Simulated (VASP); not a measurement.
Data:

```
CELL_PARAMETERS angstrom
      0.00000     2.77636     2.77636
      2.77636     0.00000     2.77636
      2.77636     2.77636     0.00000
ATOMIC_POSITIONS crystal
  Al 0.00000 0.00000 0.00000
  As 0.25000 0.25000 0.25000
```

The numbers are results of PBE GGA with D4 dispersion, VASP's PBE PAW potentials (set 64) (plane waves; VASP), not measurements. Settings: 520 eV cut-off, 8×8×8 Γ-centred mesh, Gaussian smearing of 0.050 eV, potentials Al As.

**Question.** Estimate the energy per atom (σ→0), pressure, band gap (on the k-mesh) with the smallest direct gap where there is one.

**Answer.** 
The band gap (on the k-mesh) is 1.33 eV and the smallest direct gap (on the k-mesh) is 2.53 eV. The energy per atom (σ→0) comes out as -5.003 eV/atom and the pressure is 5.21 GPa.

Only differences to runs with the same potentials and settings are physical.

The compound is AlAs in the zinc blende structure. This cell is one point of a volume scan, at 0.94 of the reference volume.
